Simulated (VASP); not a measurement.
Crystal: TiTe2.

```
Ti Te
1.0
     3.77700    0.00000    0.00000
    -1.88850    3.27098    0.00000
     0.00000    0.00000    6.49800
Ti Te
1 2
Direct
  0.00000 0.00000 0.00000
  0.66667 0.33333 0.26280
  0.33333 0.66667 0.73720
```

| Quantity | Value |
| --- | --- |
| Program | VASP 6.6.1 |
| Task | relaxation of cell and atoms |
| Functional | PBEsol |
| Potentials or basis | VASP PAW PBE potentials, release 64 (Ti_sv, Te) |
| Cutoff | 600 eV |
| k mesh | 12 × 12 × 6 |
| Occupations | methfessel-paxton, width 0.1 eV |
| Spin | no spin polarisation |

At the start: pressure -2.2 GPa; volume 26.76 Å³/atom.

Task: How do energy, volume and symmetry change on relaxing?

Result: Over 16 steps the energy falls by 9.6 meV/atom and the volume is 25.43 Å³/atom (-5.0 %); space group P-3m1 (No. 164, to 0.05 Å).

The path:
```
step  energy change (eV)  largest force (eV/Å)  pressure (GPa)  volume (Å³)
   1              0.0000                0.0923           -2.23        80.28
   2             -0.0128                0.4067            1.58        76.02
   3             -0.0205                0.2110            0.04        77.59
   4             -0.0257                0.1300           -0.01        77.21
   5             -0.0274                0.0329           -0.04        76.76
   6             -0.0274                0.0455           -0.02        76.82
   7             -0.0274                0.0493           -0.02        76.84
   8             -0.0279                0.0357           -0.07        76.78
   9             -0.0286                0.0052           -0.22        76.61
  10             -0.0289                0.0202            0.01        76.31
  11             -0.0289                0.0236            0.03        76.27
  12             -0.0289                0.0302            0.10        76.19
  13             -0.0289                0.0245            0.08        76.26
  14             -0.0289                0.0037           -0.07        76.35
  15             -0.0289                0.0123           -0.04        76.31
  16             -0.0289                0.0087           -0.04        76.29
```

Final structure:
```
Ti Te
1.0
     3.69838    0.00000    0.00000
    -1.84919    3.20289    0.00000
     0.00000    0.00000    6.44050
Ti Te
1 2
Direct
  0.00000 0.00000 0.00000
  0.66667 0.33333 0.26744
  0.33333 0.66667 0.73256
```

Caveat: the PAW data sets were made with another functional, which shifts forces and pressure a little; this functional lacks dispersion, which binds the layers, so the pressure and a relaxed spacing across them are unreliable.
